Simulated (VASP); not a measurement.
Wanted: the native input for a VASP 6.6.1 run.

```
Task                   : band structure
Functional             : PBE
Potentials or basis    : VASP PAW PBE potentials, release 64 (Mg, O)
Cutoff                 : 450 eV
k mesh                 : 14 × 14 × 14
Occupations            : gaussian, width 0.02 eV
Spin                   : no spin polarisation
Further INCAR settings : ALGO = Normal; EDIFF = 1e-06; NBANDS = 11
```

The structure of MgO lies in POSCAR:

```
MgO                                     
1.0
    0.0000000000      2.1220490059      2.1220490059
    2.1220490059      0.0000000000      2.1220490059
    2.1220490059      2.1220490059     -0.0000000000
  Mg              O             
     1     1
Direct
     1.0000000000000000    1.0000000000000000    0.0000000000000000
     0.5000000000000000    0.5000000000000000    0.5000000000000000
```

The cell is a database's computed one.

These files were run (other wordings do the same):

INCAR

```
SYSTEM = MgO
  PREC = Accurate
  ENCUT = 450
  EDIFF = 1E-6
  ISMEAR = 0
  SIGMA = 0.02
  LREAL = .False.
  LASPH = .True.
  NELM = 120
  ALGO = Normal
  ISIF = 2
  LWAVE = .False.
  LCHARG = .False.
  GGA = PE
  NBANDS = 11
  KPAR = 2
```

KPOINTS

```
Automatic mesh
0
Gamma
  14 14 14
  0 0 0
```

KPOINTS_OPT

```
path GXWKGLUWLK,UX
10
line-mode
reciprocal
 0.0000000000  0.0000000000  0.0000000000  G
 0.5000000000  0.0000000000  0.5000000000  X

 0.5000000000  0.0000000000  0.5000000000  X
 0.5000000000  0.2500000000  0.7500000000  W

 0.5000000000  0.2500000000  0.7500000000  W
 0.3750000000  0.3750000000  0.7500000000  K

 0.3750000000  0.3750000000  0.7500000000  K
 0.0000000000  0.0000000000  0.0000000000  G

 0.0000000000  0.0000000000  0.0000000000  G
 0.5000000000  0.5000000000  0.5000000000  L

 0.5000000000  0.5000000000  0.5000000000  L
 0.6250000000  0.2500000000  0.6250000000  U

 0.6250000000  0.2500000000  0.6250000000  U
 0.5000000000  0.2500000000  0.7500000000  W

 0.5000000000  0.2500000000  0.7500000000  W
 0.5000000000  0.5000000000  0.5000000000  L

 0.5000000000  0.5000000000  0.5000000000  L
 0.3750000000  0.3750000000  0.7500000000  K

 0.6250000000  0.2500000000  0.6250000000  U
 0.5000000000  0.0000000000  0.5000000000  X
```

Potentials or basis: VASP PAW PBE potentials, release 64 (Mg, O).

The run is started by

```bash
$ cat potpaw_PBE.64/Mg/POTCAR potpaw_PBE.64/O/POTCAR > POTCAR
$ mpirun -np 2 vasp_std > vasp.out
```

It gave:

| Item | Value |
| --- | --- |
| Band gap on the k mesh | 4.51 eV, direct |
| Band gap along the path | 4.51 eV, direct |

It took 9.2 s on 2 MPI ranks on Intel(R) Xeon(R) Platinum 8488C (Sapphire Rapids), on a shared host, peak memory 0.15 GiB a rank.
